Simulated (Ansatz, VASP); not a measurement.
# HfSi2S2F2 (F-SiSi-F chair under 1T-HfS2, AA'): VASP beside Ansatz, part 2 of 2

Wanted: the spread between two codes on one cell, functional and k mesh. The structure shown is the start of the Ansatz relaxation below; VASP solves that cell, so the two are compared at the walk's first step.

VASP 6.6.1 and Ansatz 0.2.0.

So far: Starting point; Ansatz: relaxation, LDA.

## 3. VASP: single point, LDA, start cell

Level of this step: LDA; plane waves and PAW (F, Si, S, Hf_pv) (VASP).

The same cell, functional (in two slightly different forms), mesh and smearing now go to VASP, with its own data sets.

Lines of VASP's logs that name or quote its potential files are left out, and so is its time.

Contents of INCAR:

```
SYSTEM = HfSi2S2F2
PREC = Accurate
ENCUT = 520
EDIFF = 1E-06
NELM = 120
ISMEAR = -1
SIGMA = 0.05
LREAL = .FALSE.
ALGO = Normal
GGA = CA
NBANDS = 29
LASPH = .TRUE.
LORBIT = 11
LWAVE = .FALSE.
LCHARG = .FALSE.
ISIF = 2
LDIPOL = .TRUE.
IDIPOL = 3
DIPOL = 0.5 0.5 0.495
LVHAR = .TRUE.
GGA_COMPAT = .FALSE.
NELMDL = -8
KPAR = 2
```

Contents of POSCAR:

```
HfSi2S2F2
1.0
    3.6515000000      0.0000000000      0.0000000000
   -1.8257500000      3.1622920000      0.0000000000
    0.0000000000      0.0000000000     51.3621590000
F Si S Hf
2 2 2 1
Direct
    0.6666666140      0.3333332279      0.4010734829
    0.3333333860      0.6666667721      0.4808987878
    0.6666666140      0.3333332279      0.4337823883
    0.3333333860      0.6666667721      0.4481898824
    0.6666666140      0.3333332279      0.5363871094
    0.0000000000      0.0000000000      0.5989265171
    0.3333333860      0.6666667721      0.5676568230
```

Contents of KPOINTS:

```
Automatic mesh
0
Gamma
12 12 1
0 0 0
```

PAW data sets: F, Si, S and Hf_pv (LDA family, release 64).

Started as:

```console
mpirun -np 2 vasp_std
```

Numbers of over 12 decimals in the logs are rounded to 6 here.

Log:

```text
[banner, memory and clock lines left out]
running    2 mpi-ranks, on    1 nodes
 distrk:  each k-point on    1 cores,    2 groups
 distr:  one band on    1 cores,    1 groups

 POSCAR found type information on POSCAR F SiS Hf
 POSCAR found :  4 types and       7 ions
 LDA part: xc-table for (Slater(with rela. corr.)+CA(PZ))
 , standard interpolation
|                                                                             |
|           W    W    AA    RRRRR   N    N  II  N    N   GGGG   !!!           |
|           W    W   A  A   R    R  NN   N  II  NN   N  G    G  !!!           |
|           W    W  A    A  R    R  N N  N  II  N N  N  G       !!!           |
|           W WW W  AAAAAA  RRRRR   N  N N  II  N  N N  G  GGG   !            |
|           WW  WW  A    A  R   R   N   NN  II  N   NN  G    G                |
|           W    W  A    A  R    R  N    N  II  N    N   GGGG   !!!           |
|                                                                             |
|     One of the lattice vectors is very long (>50 A), but AMIN is rather     |
|     large. This can spoil convergence since charge sloshing might occur     |
|     along the long lattice vector. If problems with convergence are         |
|     observed, try to decrease AMIN to a smaller value (e.g. 0.01).          |
|     Note: This warning only applies if the self-consistency cycle is        |
|     used.                                                                   |
|                                                                             |

 POSCAR, INCAR and KPOINTS ok, starting setup
 FFT: planning ... GRIDC
 FFT: planning ... GRID_SOFT
 FFT: planning ... GRID
 WAVECAR not read
 entering main loop
       N       E                     dE             d eps       ncg     rms          rms(c)
DAV:   1     0.340401619585E+03    0.34040E+03   -0.16940E+04  1318   0.109E+03
DAV:   2     0.976423504004E+01   -0.33064E+03   -0.32275E+03  1598   0.229E+02
DAV:   3    -0.484424706216E+02   -0.58207E+02   -0.57801E+02  1273   0.103E+02
DAV:   4    -0.502464642526E+02   -0.18040E+01   -0.17964E+01  1391   0.207E+01
DAV:   5    -0.502844425351E+02   -0.37978E-01   -0.37937E-01  1459   0.289E+00
DAV:   6    -0.502855531207E+02   -0.11106E-02   -0.11103E-02  1423   0.507E-01
DAV:   7    -0.502856089629E+02   -0.55842E-04   -0.55837E-04  1557   0.993E-02
DAV:   8    -0.502856112842E+02   -0.23214E-05   -0.23215E-05  1436   0.186E-02    0.425E+01
DAV:   9    -0.471596092557E+02    0.31260E+01   -0.11620E+01  1202   0.173E+01    0.325E+01
DAV:  10    -0.469238065431E+02    0.23580E+00   -0.23529E+00  1298   0.909E+00    0.421E+00
DAV:  11    -0.468796274199E+02    0.44179E-01   -0.26215E-01  1248   0.302E+00    0.196E+00
DAV:  12    -0.468674903543E+02    0.12137E-01   -0.72958E-02  1320   0.138E+00    0.760E-01
DAV:  13    -0.468675137805E+02   -0.23426E-04   -0.16195E-02  1338   0.715E-01    0.375E-01
DAV:  14    -0.468673678503E+02    0.14593E-03   -0.24730E-03  1312   0.317E-01    0.202E-01
[...]
DAV:  21    -0.468678345726E+02   -0.62179E-04   -0.60896E-06  1090   0.893E-03    0.297E-03
DAV:  22    -0.468678507819E+02   -0.16209E-04   -0.87311E-07  1037   0.508E-03    0.327E-03
DAV:  23    -0.468678631525E+02   -0.12371E-04   -0.44525E-07   863   0.326E-03    0.203E-03
DAV:  24    -0.468678695574E+02   -0.64049E-05   -0.10758E-07   796   0.222E-03    0.704E-04
DAV:  25    -0.468678728563E+02   -0.32989E-05   -0.86739E-08   766   0.155E-03    0.668E-04
DAV:  26    -0.468678763361E+02   -0.34798E-05   -0.38837E-08   766   0.129E-03    0.532E-04
DAV:  27    -0.468678788801E+02   -0.25440E-05   -0.47433E-08   799   0.765E-04    0.431E-04
DAV:  28    -0.468678796931E+02   -0.81303E-06   -0.20715E-08   756   0.845E-04
   1 F= -.46867880E+02 E0= -.46866487E+02  d E =-.278509E-02
```

Parts of OUTCAR (step 3):

```text
ion  position               nearest neighbor table
   1  0.667  0.333  0.401-   3 1.68
   2  0.333  0.667  0.481-   4 1.68
   3  0.667  0.333  0.434-   1 1.68   4 2.23   4 2.23   4 2.23
   4  0.333  0.667  0.448-   2 1.68   3 2.23   3 2.23   3 2.23
   5  0.667  0.333  0.536-   7 2.65   7 2.65   7 2.65
   6  0.000  0.000  0.599-   7 2.65   7 2.65   7 2.65
   7  0.333  0.667  0.568-   6 2.65   6 2.65   5 2.65   6 2.65   5 2.65   5 2.65

  LATTYP: Found a hexagonal cell.
 ALAT       =     3.6515000000
 C/A-ratio  =    14.0660438176

 Subroutine GETGRP returns: Found  6 space group operations
 (whereof  6 operations were pure point group operations)

The static configuration has the point symmetry C_3v.

 Found     19 irreducible k-points:

   k-points           NKPTS =     19   k-points in BZ     NKDIM =     19   number of bands    NBANDS=     29

   dimension x,y,z NGX =    28 NGY =   28 NGZ =  384
   dimension x,y,z NGXF=    56 NGYF=   56 NGZF=  768

   ENCUT  =  520.0 eV  38.22 Ry    6.18 a.u.   6.79  6.79 95.50*2*pi/ulx,y,z

   NELECT =      44.0000    total number of electrons

 k-points in reciprocal lattice and weights: Automatic mesh
   0.00000000  0.00000000  0.00000000       0.007
   0.08333333 -0.00000000  0.00000000       0.042
   0.16666667  0.00000000  0.00000000       0.042
   0.25000000  0.00000000  0.00000000       0.042
   0.33333333 -0.00000000  0.00000000       0.042
   0.41666667  0.00000000  0.00000000       0.042
   0.50000000  0.00000000  0.00000000       0.021
   0.08333333  0.08333333  0.00000000       0.042
   0.16666667  0.08333333  0.00000000       0.083
[...]
0.33333333  0.25000000  0.00000000       0.083
   0.33333333  0.33333333  0.00000000       0.014

 dipolmoment           0.000000      0.000000     -0.035005 electrons x Angstroem

 average (electrostatic) potential at core
       1 -84.3024       2 -84.4278       3 -95.4366       4 -95.4515       5 -95.4906
       6 -95.5002       7 -47.7073

 E-fermi :  -4.4968

 k-point     1 :       0.0000    0.0000    0.0000
  band No.  band energies     occupation
    ...
     19      -4.6278      1.86424
     20      -4.5855      1.70963
     21      -4.5855      1.70958
     22      -4.5246      1.27110
     23      -4.5246      1.27110
     24      -2.7049      0.00000
     25      -2.7049      0.00000
     26      -2.4884      0.00000
     27      -0.7858      0.00000
     28      -0.7858      0.00000
    ...

 k-point     2 :       0.0833   -0.0000    0.0000
  band No.  band energies     occupation
    ...
     18      -5.5114      2.00000
     19      -5.2513      2.00000
     20      -5.0352      1.99996
     21      -4.7546      1.98853
     22      -4.7057      1.96978
     23      -4.3310      0.06994
     24      -2.7422      0.00000
     25      -2.4926      0.00000
     26      -2.2989      0.00000
     27      -0.9057      0.00000
    ...

 k-point     3 :       0.1667    0.0000    0.0000
  band No.  band energies     occupation
    ...
     18      -6.2801      2.00000
     19      -6.0094      2.00000
     20      -5.3209      2.00000
     21      -5.1197      1.99999
     22      -5.0482      1.99997
     23      -4.0338      0.00019
     24      -2.9811      0.00000
     25      -2.0602      0.00000
     26      -1.9279      0.00000
     27      -1.2838      0.00000
    ...

  Total       -0.4776561     -0.4776561    -13.2083063      0.0000000      0.0000000      0.0000000
  in kB       -1.2903554     -1.2903556    -35.6813411      0.0000000      0.0000000      0.0000000
  external PRESSURE =     -12.7540174 kB  Pullay stress =       0.0000000 kB

  energy-cutoff  :      520.00
  volume of cell :      593.08
      direct lattice vectors                 reciprocal lattice vectors
     3.651500000  0.000000000  0.000000000     0.273860058  0.158113166  0.000000000
    -1.825750000  3.162292000  0.000000000     0.000000000  0.316226332  0.000000000
     0.000000000  0.000000000 51.362159000     0.000000000  0.000000000  0.019469587

 POSITION                                       TOTAL-FORCE (eV/Angst)
 -----------------------------------------------------------------------------------
      1.82575      1.05410     20.60000        -0.000000     -0.000000      1.864896
     -0.00000      2.10820     24.70000         0.000000      0.000000     -1.661167
      1.82575      1.05410     22.28000        -0.000000     -0.000000     -2.310387
     -0.00000      2.10820     23.02000        -0.000000     -0.000000      2.177801
      1.82575      1.05410     27.55000        -0.000000      0.000000      2.187823
      0.00000      0.00000     30.76216        -0.000000     -0.000000     -2.217795
     -0.00000      2.10820     29.15608         0.000000     -0.000000     -0.041171
 -----------------------------------------------------------------------------------
    total drift:                                0.000000      0.000084      0.000706

  FREE ENERGIE OF THE ION-ELECTRON SYSTEM (eV)
  ---------------------------------------------------
  free  energy   TOTEN  =       -46.8678796931 eV

  energy  without entropy=      -46.8650946047  energy(sigma->0) =      -46.86648715

 vacuum level on the upper side and lower side of the slab         1.907         2.456

 total charge
# of ion       s       p       d       tot
------------------------------------------
    1        1.738   4.322   0.000   6.060
    2        1.738   4.323   0.000   6.061
    3        0.749   0.996   0.000   1.745
    4        0.750   0.997   0.000   1.747
    5        1.348   2.333   0.000   3.681
    6        1.347   2.339   0.000   3.686
    7        0.298   6.440   1.347   8.085
--------------------------------------------------
tot          7.967  21.751   1.347  31.064

[... 3 further parts left out ...]
```

## 4. Differences

Known differences besides the potentials themselves: the two LDA forms differ slightly; Ansatz cuts the interaction across the vacuum, VASP repeats the sheet with a dipole correction; the data sets hold 60 valence electrons in Ansatz (on its default PAW (the set named soft_2) files) and 44 in VASP; the cutoff is 420 eV in Ansatz and 520 eV in VASP; VASP's log shows a relativistic correction to its local exchange, Ansatz's none. Total energies have different zeros and are not compared.

Forces (eV/Å; atoms numbered as in POSCAR):

```
atom        Ansatz x, y, z          VASP x, y, z
  F1   0.000, 0.000, 2.058   0.000, 0.000, 1.865
  F2  0.000, 0.000, -1.860  0.000, 0.000, -1.661
 Si3  0.000, 0.000, -2.490  0.000, 0.000, -2.310
 Si4   0.000, 0.000, 2.365   0.000, 0.000, 2.178
  S5   0.000, 0.000, 2.146   0.000, 0.000, 2.188
  S6  0.000, 0.000, -2.179  0.000, 0.000, -2.218
 Hf7  0.000, 0.000, -0.039  0.000, 0.000, -0.041
```

The forces differ by 84 meV/Å r.m.s., which is 7.5 % of the r.m.s. force of 1.113 eV/Å (both taken over all components). With vacuum in the cell, a pressure given here is an average over mostly empty space and none of the material.

## 5. Summary of results

```
r.m.s. force difference (single point, LDA, start cell) : 7.5 % of the r.m.s. force
```

What this shows: The r.m.s. force difference is 7.5 % of the r.m.s. force (single point, LDA, start cell), beyond the 3 % picked in this series as the mark of a large difference. The data sets hold unlike numbers of valence electrons (60 in Ansatz and 44 in VASP), so part of the differences comes from the potentials. What causes the difference of the single point, LDA, start cell pair stays open here. 1 further run of this series is not shown here. How closely two codes agree says nothing of how well the functional describes the real material.

[Lines on the potential files, build, host, timing and source positions are cut from VASP's logs without a mark.]

[Logs are printed without paths, hosts, clocks, repeated set-up lines and the standing remarks that a program may print on its own settings, such as how far it seeks lower states.]

[Hosts, paths, dates, database ids (printed as entryN), source tags and the programs' standing remarks are cut or masked in the printed files.]
